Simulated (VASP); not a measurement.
Method: PBE GGA, VASP's PBE PAW potentials (set 64) (plane waves; VASP).

The input files of a VASP run:

### POSCAR
```
FePt
7.420
  0.3665768194   0.0000000000   0.0000000000
  0.0000000000   0.3665768194   0.0000000000
  0.0000000000   0.0000000000   0.5000000000
Fe Pt
1 1
Cart
  0.0000000000   0.0000000000   0.0000000000
  0.1832884097   0.1832884097   0.2500000000
```

INCAR:
```
ALGO=Normal
EDIFF=1E-6
ENCUT=400
GGA=PE
ISIF=2
ISMEAR=1
ISPIN=2
KGAMMA=.True.
KSPACING=0.4
LASPH=.True.
LCHARG=.False.
LMAXMIX=6
LORBIT=10
LREAL=.False.
LWAVE=.False.
MAGMOM=3.0 0.0
NELM=100
PREC=Accurate
SIGMA=0.1
SYSTEM=FePt
```

POTCAR, in this order: Fe Pt (PBE.64 set). Program: vasp_std.

What VASP printed:

File OSZICAR:
```
       N       E                     dE             d eps       ncg     rms          rms(c)
DAV:   1     0.798344184262E+02    0.79834E+02   -0.73810E+03  1880   0.107E+03
DAV:   2    -0.135159452108E+02   -0.93350E+02   -0.83559E+02  1856   0.234E+02
DAV:   3    -0.161754816599E+02   -0.26595E+01   -0.25766E+01  2234   0.471E+01
DAV:   4    -0.162037804546E+02   -0.28299E-01   -0.28291E-01  2076   0.427E+00
DAV:   5    -0.162045256545E+02   -0.74520E-03   -0.74519E-03  2416   0.791E-01    0.164E+01
DAV:   6    -0.167801609855E+02   -0.57564E+00   -0.11888E+01  1960   0.778E+01    0.208E+01
DAV:   7    -0.149605492904E+02    0.18196E+01   -0.87437E+00  2304   0.748E+01    0.869E+00
DAV:   8    -0.148911178557E+02    0.69431E-01   -0.41641E-01  2221   0.103E+01    0.402E+00
DAV:   9    -0.148217298060E+02    0.69388E-01   -0.11683E-01  2575   0.750E+00    0.174E+00
DAV:  10    -0.148139472036E+02    0.77826E-02   -0.25809E-02  2725   0.296E+00    0.579E-01
DAV:  11    -0.148135378027E+02    0.40940E-03   -0.18226E-03  2634   0.836E-01    0.238E-01
DAV:  12    -0.148134229255E+02    0.11488E-03   -0.99345E-05  2656   0.159E-01    0.766E-02
DAV:  13    -0.148134349925E+02   -0.12067E-04   -0.57487E-05  2179   0.155E-01    0.432E-02
DAV:  14    -0.148134346669E+02    0.32558E-06   -0.88720E-06  2262   0.726E-02
   1 F= -.14813435E+02 E0= -.14812829E+02  d E =-.181714E-02  mag=     3.1694
```

### OUTCAR
```
------------------------ aborting loop because EDIFF is reached ----------------------------------------
  FORCE on cell =-STRESS in cart. coord.  units (eV):
  Direction    XX          YY          ZZ          XY          YZ          ZX
  --------------------------------------------------------------------------------------
  Total        0.2354379      0.2354379      0.7957208      0.0000000      0.0000000      0.0000000
  in kB       13.7428000     13.7428000     46.4472054      0.0000000      0.0000000      0.0000000
  external PRESSURE =      24.6442685 kB  Pullay stress =       0.0000000 kB
  volume of cell :       27.45
      direct lattice vectors                 reciprocal lattice vectors
     2.720000000  0.000000000  0.000000000     0.367647059  0.000000000  0.000000000
     0.000000000  2.720000000  0.000000000     0.000000000  0.367647059  0.000000000
     0.000000000  0.000000000  3.710000000     0.000000000  0.000000000  0.269541779
 POSITION                                       TOTAL-FORCE (eV/Angst)
 -----------------------------------------------------------------------------------
      0.00000      0.00000      0.00000         0.000000      0.000000      0.000000
      1.36000      1.36000      1.85500         0.000000      0.000000      0.000000
 -----------------------------------------------------------------------------------
    total drift:                                0.000000     -0.000000     -0.000000
  FREE ENERGIE OF THE ION-ELECTRON SYSTEM (eV)
  ---------------------------------------------------
  free  energy   TOTEN  =       -14.8134346669 eV

  energy  without entropy=      -14.8116175308  energy(sigma->0) =      -14.81282895

 total charge

# of ion       s       p       d       tot
------------------------------------------
    1        0.408   0.455   6.140   7.003
    2        0.717   0.667   8.055   9.439
--------------------------------------------------
tot          1.125   1.122  14.195  16.442

 magnetization (x)

# of ion       s       p       d       tot
------------------------------------------
    1        0.001  -0.010   2.838   2.830
    2       -0.027  -0.069   0.417   0.321
--------------------------------------------------
tot         -0.026  -0.079   3.255   3.150
```
(Selected blocks of OUTCAR.)

The compound is FePt in the L1_0 structure. The cell was not relaxed at this level. The run is one of a series of settings (KGAMMA = .TRUE., KSPACING = 0.4, KPOINTS file removed against the base run), some of them coarse on purpose.
